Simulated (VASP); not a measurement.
These are PBE GGA, VASP's PBE PAW potentials (set 64) (plane waves; VASP 6.6.1) values and carry that method's errors.

VASP input:

**INCAR**
```
SYSTEM = Sb
PREC = Accurate
ENCUT = 400
EDIFF = 1E-6
NELM = 100
ALGO = Normal
LREAL = .FALSE.
LASPH = .TRUE.
ISMEAR = 1
SIGMA = 0.1
GGA = PE
LMAXMIX = 4
LWAVE = .FALSE.
LCHARG = .FALSE.
IBRION = 2
ISIF = 3
NSW = 60
EDIFFG = -0.01
```

### POSCAR
```
Sb
1.0
  3.9573420000  -2.1550000000   0.0000000000
  3.9573420000   2.1550000000   0.0000000000
  2.7838200000   0.0000000000   3.5432930000
Sb
2
Cartesian
  2.4981006840   0.0000000000   0.8273589155
  8.2004033160  -0.0000000000   2.7159340845
```

### KPOINTS
```
Automatic mesh
0
Gamma
9 9 9
0 0 0
```

POTCAR, in this order: Sb (PBE.64 set). Program: vasp_std.

Energy and stress use the plane-wave basis of the starting cell.

Q: What does the run give for the energy per atom (σ→0), volume per atom?

A: 
```json
{
  "energy per atom (σ→0)": "-4.141 eV/atom",
  "volume_per_atom": "31.80 Å³/atom"
}
```

### OSZICAR
```
...
DAV:   4    -0.828106422766E+01   -0.10788E-07   -0.18356E-06  1300   0.105E-02
   6 F= -.82810642E+01 E0= -.82811567E+01  d E =-.952853E-04
       N       E                     dE             d eps       ncg     rms          rms(c)
DAV:   1    -0.828114916035E+01   -0.84943E-04   -0.95950E-03  1578   0.559E-01    0.361E-02
DAV:   2    -0.828113364918E+01    0.15511E-04   -0.26648E-04  1578   0.126E-01    0.220E-02
DAV:   3    -0.828111785877E+01    0.15790E-04   -0.70501E-05  1719   0.485E-02    0.407E-03
DAV:   4    -0.828111796070E+01   -0.10192E-06   -0.41027E-06  1559   0.155E-02
   7 F= -.82811180E+01 E0= -.82812113E+01  d E =-.149018E-03
```

The compound is Sb in the a7 structure. This run relaxes it. Symmetry was kept, so distortions that lower it aren't found.
